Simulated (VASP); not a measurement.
# What goes wrong when the gap of CaO (Lime) is computed with a bad input

Aim: see how common mistakes in a band-structure run show up, on CaO (Lime). The starting structure is a measured crystal structure from the Crystallography Open Database. Cell and atoms stay as given unless a step says otherwise.

Program: VASP 6.6.1. Level of theory: Kohn-Sham DFT with plane waves and PAW; LDA. Results are calculated unless marked as measured.

### Step 1. The structure

The structure is cubic, space group Fm-3m (No. 225). The conventional cell has a = 4.813 Å, b = 4.813 Å, c = 4.813 Å, α = 90.00°, β = 90.00°, γ = 90.00°. Nearest to Ca lie 6 O at 2.41 Å. Nearest to O lie 6 Ca at 2.41 Å. Farther neighbours and most contacts between anions are not listed.

As a file:

```xyz
2
Lattice="0.0000 2.4065 2.4065 2.4065 0.0000 2.4065 2.4065 2.4065 0.0000" Properties=species:S:1:pos:R:3 pbc="T T T"
Ca    0.0000    0.0000    0.0000
O     2.4065    2.4065    2.4065
```

### Step 2. Reference bands

INCAR reads:

```
SYSTEM = CaO
PREC = Accurate
ENCUT = 460
EDIFF = 1E-06
NELM = 100
ISMEAR = 0
SIGMA = 0.03
LREAL = .FALSE.
ALGO = Normal
GGA = CA
NBANDS = 20
LORBIT = 11
LWAVE = .FALSE.
LCHARG = .FALSE.
KPAR = 4
```

POSCAR reads:

```
CaO
1.0
    0.0000000000      2.4065000000      2.4065000000
    2.4065000000      0.0000000000      2.4065000000
    2.4065000000      2.4065000000      0.0000000000
Ca O
1 1
Direct
    0.0000000000      0.0000000000      0.0000000000
    0.5000000000      0.5000000000      0.5000000000
```

KPOINTS reads:

```
Automatic mesh
0
Gamma
8 8 8
0 0 0
```

KPOINTS_OPT reads:

```
Line mode
10
Line-mode
Reciprocal
  0.00000000   0.00000000   0.00000000 GAMMA
  0.50000000   0.00000000   0.50000000 X

  0.50000000   0.00000000   0.50000000 X
  0.50000000   0.25000000   0.75000000 W

  0.50000000   0.25000000   0.75000000 W
  0.37500000   0.37500000   0.75000000 K

  0.37500000   0.37500000   0.75000000 K
  0.00000000   0.00000000   0.00000000 GAMMA

  0.00000000   0.00000000   0.00000000 GAMMA
  0.50000000   0.50000000   0.50000000 L

  0.50000000   0.50000000   0.50000000 L
  0.62500000   0.25000000   0.62500000 U

  0.62500000   0.25000000   0.62500000 U
  0.50000000   0.25000000   0.75000000 W

  0.50000000   0.25000000   0.75000000 W
  0.50000000   0.50000000   0.50000000 L

  0.50000000   0.50000000   0.50000000 L
  0.37500000   0.37500000   0.75000000 K

  0.62500000   0.25000000   0.62500000 U
  0.50000000   0.00000000   0.50000000 X
```

The projector-augmented-wave data sets are Ca_sv and O (LDA family, release 64).

Started as:

```sh
> mpirun -np 4 vasp_std
```

Output:

```text
[banner, memory and clock lines left out]
running    4 mpi-ranks, on    1 nodes
 distrk:  each k-point on    1 cores,    4 groups
 distr:  one band on    1 cores,    1 groups

 POSCAR found type information on POSCAR CaO
 POSCAR found :  2 types and       2 ions
 LDA part: xc-table for (Slater(with rela. corr.)+CA(PZ))
 , standard interpolation
 POSCAR, INCAR and KPOINTS ok, starting setup
 FFT: planning ... GRIDC
 FFT: planning ... GRID_SOFT
 FFT: planning ... GRID
 WAVECAR not read
 entering main loop
       N       E                     dE             d eps       ncg     rms          rms(c)
DAV:   1     0.117852546048E+03    0.11785E+03   -0.71611E+03  1160   0.750E+02
DAV:   2    -0.114886532131E+02   -0.12934E+03   -0.12045E+03  1256   0.234E+02
DAV:   3    -0.157992028731E+02   -0.43105E+01   -0.42711E+01  1536   0.430E+01
DAV:   4    -0.158867238089E+02   -0.87521E-01   -0.87454E-01  1428   0.558E+00
DAV:   5    -0.158886942807E+02   -0.19705E-02   -0.19704E-02  1456   0.712E-01    0.842E+00
DAV:   6    -0.143485719883E+02    0.15401E+01   -0.27480E+00  1300   0.161E+01    0.374E+00
DAV:   7    -0.142271558832E+02    0.12142E+00   -0.29852E-01  1340   0.476E+00    0.185E+00
DAV:   8    -0.141931817247E+02    0.33974E-01   -0.10721E-01  1512   0.245E+00    0.488E-01
DAV:   9    -0.141912385134E+02    0.19432E-02   -0.48227E-03  1360   0.441E-01    0.112E-01
DAV:  10    -0.141913600120E+02   -0.12150E-03   -0.24892E-04  1356   0.138E-01    0.563E-02
DAV:  11    -0.141913318681E+02    0.28144E-04   -0.29657E-05  1480   0.476E-02    0.895E-03
DAV:  12    -0.141913314813E+02    0.38672E-06   -0.57043E-06  1472   0.176E-02
   1 F= -.14191331E+02 E0= -.14191331E+02  d E =-.184098E-27
 Start KPOINTS_OPT (optional k-point list driver)
k-point batch [1-29\100]
       N       E                     dE             ncg
DAV:   1    -0.179554136983E+04   -0.17859E+05     1160
DAV:   2    -0.531854977289E+04   -0.35230E+04     1308
DAV:   3    -0.543787915155E+04   -0.11933E+03     1460
DAV:   4    -0.543992231465E+04   -0.20432E+01     1372
DAV:   5    -0.543996808444E+04   -0.45770E-01     1440
DAV:   6    -0.543996933721E+04   -0.12528E-02     1364
DAV:   7    -0.543996937364E+04   -0.36427E-04     1412
DAV:   8    -0.543996937464E+04   -0.10050E-05     1012
DAV:   9    -0.543996937472E+04   -0.76485E-07      892
[...]
k-point batch [88-100\100]
       N       E                     dE             ncg
DAV:   1     0.855382833675E+04   -0.91211E+04      520
DAV:   2     0.698620842778E+04   -0.15676E+04      588
DAV:   3     0.693442600817E+04   -0.51782E+02      700
DAV:   4     0.693375411194E+04   -0.67190E+00      584
DAV:   5     0.693374194925E+04   -0.12163E-01      700
DAV:   6     0.693374166804E+04   -0.28122E-03      556
DAV:   7     0.693374166122E+04   -0.68131E-05      700
DAV:   8     0.693374166108E+04   -0.13996E-06      376
```

Elapsed: 6.8 s, on 4 MPI ranks of AMD EPYC 9R14 (Zen 4), shared host; peak memory 0.45 GiB; 25 s of CPU time.

Lines that name or quote the potential files are left out of all logs, and their timing lines are given in words.

Parts of OUTCAR (step 2):

```text
ion  position               nearest neighbor table
   1  0.000  0.000  0.000-   2 2.41   2 2.41   2 2.41   2 2.41   2 2.41   2 2.41
   2  0.500  0.500  0.500-   1 2.41   1 2.41   1 2.41   1 2.41   1 2.41   1 2.41

  LATTYP: Found a face centered cubic cell.
 ALAT       =     4.8130000000

 Subroutine GETGRP returns: Found 48 space group operations
 (whereof 48 operations were pure point group operations)

The static configuration has the point symmetry O_h .

 Found     29 irreducible k-points:

   k-points           NKPTS =     29   k-points in BZ     NKDIM =     29   number of bands    NBANDS=     20

   dimension x,y,z NGX =    24 NGY =   24 NGZ =   24
   dimension x,y,z NGXF=    48 NGYF=   48 NGZF=   48

   ENCUT  =  460.0 eV  33.81 Ry    5.81 a.u.   5.95  5.95  5.95*2*pi/ulx,y,z

   NELECT =      16.0000    total number of electrons

 k-points in reciprocal lattice and weights: Automatic mesh
   0.00000000  0.00000000  0.00000000       0.002
   0.12500000  0.00000000  0.00000000       0.016
   0.25000000  0.00000000  0.00000000       0.016
   0.37500000  0.00000000  0.00000000       0.016
   0.50000000  0.00000000  0.00000000       0.008
   0.12500000  0.12500000  0.00000000       0.012
   0.25000000  0.12500000  0.00000000       0.047
   0.37500000  0.12500000  0.00000000       0.047
   0.50000000  0.12500000  0.00000000       0.047
[...]
-0.37500000  0.50000000  0.12500000       0.023
  -0.25000000  0.50000000  0.25000000       0.012

 average (electrostatic) potential at core
       1 -43.8868       2 -71.4752

 E-fermi :   2.2105

 k-point     1 :       0.0000    0.0000    0.0000
  band No.  band energies     occupation
    ...
      4     -16.1375      2.00000
      5     -13.2092      2.00000
      6       1.9888      2.00000
      7       1.9888      2.00000
      8       1.9888      2.00000
      9       6.5191      0.00000
     10       8.0891      0.00000
     11       8.0891      0.00000
     12       8.0891      0.00000
     13       9.6420      0.00000
    ...

 k-point     2 :       0.1250    0.0000    0.0000
  band No.  band energies     occupation
    ...
      4     -16.1459      2.00000
      5     -12.9803      2.00000
      6       1.4377      2.00000
      7       1.7735      2.00000
      8       1.7735      2.00000
      9       7.2068      0.00000
     10       8.0463      0.00000
     11       8.3588      0.00000
     12       8.3588      0.00000
     13      10.0149      0.00000
    ...

 k-point     3 :       0.2500    0.0000    0.0000
  band No.  band energies     occupation
    ...
      4     -16.1659      2.00000
      5     -12.5153      2.00000
      6       0.4148      2.00000
      7       1.3145      2.00000
      8       1.3145      2.00000
      9       8.1029      0.00000
     10       8.6685      0.00000
     11       9.0675      0.00000
     12       9.0675      0.00000
     13      10.9118      0.00000
    ...

  Total       -1.2462059     -1.2462059     -1.2462059      0.0000000     -0.0000000      0.0000000
  in kB      -71.6329410    -71.6329410    -71.6329410      0.0000000     -0.0000000      0.0000000
  external PRESSURE =     -71.6329410 kB  Pullay stress =       0.0000000 kB

  energy-cutoff  :      460.00
  volume of cell :       27.87
      direct lattice vectors                 reciprocal lattice vectors
     0.000000000  2.406500000  2.406500000    -0.207770621  0.207770621  0.207770621
     2.406500000  0.000000000  2.406500000     0.207770621 -0.207770621  0.207770621
     2.406500000  2.406500000  0.000000000     0.207770621  0.207770621 -0.207770621

 POSITION                                       TOTAL-FORCE (eV/Angst)
 -----------------------------------------------------------------------------------
      0.00000      0.00000      0.00000         0.000000      0.000000      0.000000
      2.40650      2.40650      2.40650        -0.000000     -0.000000     -0.000000
 -----------------------------------------------------------------------------------
    total drift:                                0.000000     -0.000000     -0.000000

  FREE ENERGIE OF THE ION-ELECTRON SYSTEM (eV)
  ---------------------------------------------------
  free  energy   TOTEN  =       -14.1913314813 eV

  energy  without entropy=      -14.1913314813  energy(sigma->0) =      -14.19133148

 total charge
# of ion       s       p       d       tot
------------------------------------------
    1        2.041   5.872   0.306   8.219
    2        1.546   3.426   0.000   4.972
--------------------------------------------------
tot          3.586   9.298   0.306  13.191

[... 3 further parts left out ...]
```

At this level the cell is under a tension of 7.2 GPa, so at these settings it is away from equilibrium.

The reference gap is 3.462 eV.

### Step 3. Bands with a k mesh far too coarse and no band path

A slip made on purpose: a k mesh far too coarse and no band path. Against step 2 the input has a 3×3×3 mesh and no band path (also changed: NELM, NBANDS, KPAR and NCORE).

INCAR reads:

```
SYSTEM = CaO
PREC = Accurate
ENCUT = 460
EDIFF = 1E-06
NELM = 60
ISMEAR = 0
SIGMA = 0.03
LREAL = .FALSE.
ALGO = Normal
GGA = CA
NBANDS = 14
LORBIT = 11
LWAVE = .FALSE.
LCHARG = .FALSE.
KPAR = 2
NCORE = 2
```

POSCAR is that of step 2.

KPOINTS reads:

```
Automatic mesh
0
Gamma
3 3 3
0 0 0
```

Started as:

```sh
> mpirun -np 4 vasp_std
```

Output:

```text
[banner, memory and clock lines left out]
running    4 mpi-ranks, on    1 nodes
[...]
LDA part: xc-table for (Slater(with rela. corr.)+CA(PZ))
 , standard interpolation
 POSCAR, INCAR and KPOINTS ok, starting setup
[...]
entering main loop
       N       E                     dE             d eps       ncg     rms          rms(c)
DAV:   1     0.127622011576E+03    0.12762E+03   -0.80731E+03   112   0.108E+03
DAV:   2    -0.976301507869E+01   -0.13739E+03   -0.12867E+03   154   0.293E+02
DAV:   3    -0.157066506633E+02   -0.59436E+01   -0.59232E+01   112   0.647E+01
DAV:   4    -0.158800085178E+02   -0.17336E+00   -0.17324E+00   166   0.102E+01
[...]
DAV:  11    -0.141582045379E+02    0.38253E-04   -0.77090E-05   150   0.100E-01    0.115E-02
DAV:  12    -0.141582029738E+02    0.15642E-05   -0.78701E-06   124   0.280E-02    0.390E-03
DAV:  13    -0.141582028110E+02    0.16276E-06   -0.38598E-07    68   0.561E-03
   1 F= -.14158203E+02 E0= -.14158203E+02  d E =-.470858E-35
```

The job ended after 1.2 s (4 MPI ranks; peak memory 0.35 GiB).

From OUTCAR (step 3):

```text
  Total       -1.2049047     -1.2049047     -1.2049047      0.0000000     -0.0000000      0.0000000
  in kB      -69.2589155    -69.2589155    -69.2589155      0.0000000     -0.0000000      0.0000000
  external PRESSURE =     -69.2589155 kB  Pullay stress =       0.0000000 kB

 POSITION                                       TOTAL-FORCE (eV/Angst)
 -----------------------------------------------------------------------------------
      0.00000      0.00000      0.00000        -0.000000     -0.000000     -0.000000
      2.40650      2.40650      2.40650         0.000000      0.000000      0.000000
 -----------------------------------------------------------------------------------
    total drift:                                0.000000     -0.000000     -0.000000

  FREE ENERGIE OF THE ION-ELECTRON SYSTEM (eV)
  ---------------------------------------------------
  free  energy   TOTEN  =       -14.1582028110 eV

  energy  without entropy=      -14.1582028110  energy(sigma->0) =      -14.15820281

[... 1 part as in an earlier step ...]

[... 2 further parts left out ...]
[key lines of the parts left out:]
E-fermi :   2.2902
```

With a k mesh far too coarse and no band path the gap is 3.920 eV, +0.458 eV from the reference, read on the mesh alone.

### Step 4. Bands with no empty bands

A slip made on purpose: no empty bands. Against step 2 the input has NBANDS = 8 and no band path (also changed: NELM).

INCAR: that of step 3 with these lines changed.

```diff
@@ -10,3 +10,3 @@
 GGA = CA
-NBANDS = 14
+NBANDS = 8
 LORBIT = 11
@@ -14,3 +14,2 @@
 LCHARG = .FALSE.
-KPAR = 2
-NCORE = 2
+KPAR = 4
```

POSCAR is that of step 3.

KPOINTS reads:

```
Automatic mesh
0
Gamma
8 8 8
0 0 0
```

Started as:

```sh
> mpirun -np 4 vasp_std
```

Output:

```text
[... set-up lines as in an earlier step ...]
 entering main loop
       N       E                     dE             d eps       ncg     rms          rms(c)
DAV:   1     0.130767239574E+03    0.13077E+03   -0.85503E+03   464   0.185E+03
DAV:   2    -0.103216253484E+02   -0.14109E+03   -0.14109E+03   688   0.409E+02
DAV:   3    -0.157554086070E+02   -0.54338E+01   -0.54338E+01   512   0.849E+01
DAV:   4    -0.158847496801E+02   -0.12934E+00   -0.12934E+00   632   0.114E+01
[...]
DAV:  11    -0.141913353361E+02   -0.38033E-05   -0.20077E-04   528   0.140E-01    0.124E-02
DAV:  12    -0.141913313380E+02    0.39981E-05   -0.18141E-05   584   0.621E-02    0.258E-03
DAV:  13    -0.141913312424E+02    0.95677E-07   -0.15039E-06   312   0.135E-02
 -----------------------------------------------------------------------------
|                                                                             |
|           W    W    AA    RRRRR   N    N  II  N    N   GGGG   !!!           |
|           W    W   A  A   R    R  NN   N  II  NN   N  G    G  !!!           |
|           W    W  A    A  R    R  N N  N  II  N N  N  G       !!!           |
|           W WW W  AAAAAA  RRRRR   N  N N  II  N  N N  G  GGG   !            |
|           WW  WW  A    A  R   R   N   NN  II  N   NN  G    G                |
|           W    W  A    A  R    R  N    N  II  N    N   GGGG   !!!           |
|                                                                             |
|     Your highest band is occupied at some k-points! Unless you are          |
|     performing a calculation for an insulator or semiconductor, without     |
|     unoccupied bands, you have included TOO FEW BANDS!! Please increase     |
|     the parameter NBANDS in file INCAR to ensure that the highest band      |
|     is unoccupied at all k-points. It is always recommended to include      |
|     a few unoccupied bands to accelerate the convergence of                 |
|     molecular-dynamics runs (even for insulators or semiconductors),        |
|     since the presence of unoccupied bands improves wavefunction            |
|     prediction and helps to suppress 'band-crossings'.                      |
|                                                                             |
 -----------------------------------------------------------------------------

   1 F= -.14191331E+02 E0= -.14191331E+02  d E =-.977381E-11
```

Wall time 1.8 s (4 MPI ranks); peak memory 0.39 GiB; 5 s of CPU time.

From OUTCAR (step 4):

```text
  Total       -1.2530448     -1.2530448     -1.2530448      0.0000000      0.0000000      0.0000000
  in kB      -72.0260509    -72.0260509    -72.0260509      0.0000000      0.0000000      0.0000000
  external PRESSURE =     -72.0260509 kB  Pullay stress =       0.0000000 kB

  FREE ENERGIE OF THE ION-ELECTRON SYSTEM (eV)
  ---------------------------------------------------
  free  energy   TOTEN  =       -14.1913312424 eV

  energy  without entropy=      -14.1913312424  energy(sigma->0) =      -14.19133124

[... 2 parts as in an earlier step ...]

[... 2 further parts left out ...]
[key lines of the parts left out:]
E-fermi :   2.1093
```

The run converges, yet it holds no empty band, so no gap can be read from it.

### Step 5. Bands with too few electronic steps

A slip made on purpose: too few electronic steps. Against step 2 the input has NELM = 4.

INCAR: that of step 4 with these lines changed.

```diff
@@ -4,3 +4,3 @@
 EDIFF = 1E-06
-NELM = 60
+NELM = 4
 ISMEAR = 0
@@ -10,3 +10,3 @@
 GGA = CA
-NBANDS = 8
+NBANDS = 20
 LORBIT = 11
```

POSCAR is that of step 4.

KPOINTS is that of step 4.

KPOINTS_OPT is that of step 2.

Started as:

```sh
> mpirun -np 4 vasp_std
```

Output:

```text
[... set-up lines as in an earlier step ...]
 entering main loop
       N       E                     dE             d eps       ncg     rms          rms(c)
[... 4 cycles as in an earlier step ...]
 -----------------------------------------------------------------------------
|                                                                             |
|           W    W    AA    RRRRR   N    N  II  N    N   GGGG   !!!           |
|           W    W   A  A   R    R  NN   N  II  NN   N  G    G  !!!           |
|           W    W  A    A  R    R  N N  N  II  N N  N  G       !!!           |
|           W WW W  AAAAAA  RRRRR   N  N N  II  N  N N  G  GGG   !            |
|           WW  WW  A    A  R   R   N   NN  II  N   NN  G    G                |
|           W    W  A    A  R    R  N    N  II  N    N   GGGG   !!!           |
|                                                                             |
|     The electronic self-consistency was not achieved in the given           |
|     number of steps (NELM). The forces and other quantities evaluated       |
|     might not be reliable so examine the results carefully. If you find     |
|     spurious results, we suggest increasing NELM, if you were close to      |
|     convergence or switching to a different ALGO or adjusting the           |
|     density mixing parameters otherwise.                                    |
|                                                                             |
 -----------------------------------------------------------------------------

   1 F= -.15886724E+02 E0= -.15886724E+02  d E =-.505768E-39
 Start KPOINTS_OPT (optional k-point list driver)
k-point batch [1-29\100]
       N       E                     dE             ncg
DAV:   1    -0.184411089748E+04   -0.17908E+05     1160
DAV:   2    -0.534146902775E+04   -0.34974E+04     1308
DAV:   3    -0.545861258569E+04   -0.11714E+03     1468
DAV:   4    -0.546066294391E+04   -0.20504E+01     1364
[...]
k-point batch [88-100\100]
       N       E                     dE             ncg
DAV:   1     0.853270796870E+04   -0.91422E+04      520
DAV:   2     0.697549431582E+04   -0.15572E+04      588
DAV:   3     0.692448728629E+04   -0.51007E+02      692
DAV:   4     0.692381616369E+04   -0.67112E+00      584
```

The job ended after 3.6 s (4 MPI ranks; peak memory 0.44 GiB).

(Part 1 of 2 ends here.)

[Lines on the potential files, build, host, timing and source positions are cut from VASP's logs without a mark.]

[Logs are printed without paths, hosts, clocks, repeated set-up lines and the standing remarks that a program may print on its own settings, such as how far it seeks lower states.]

[Hosts, paths, dates, database ids (printed as entryN), source tags and the programs' standing remarks are cut or masked in the printed files.]
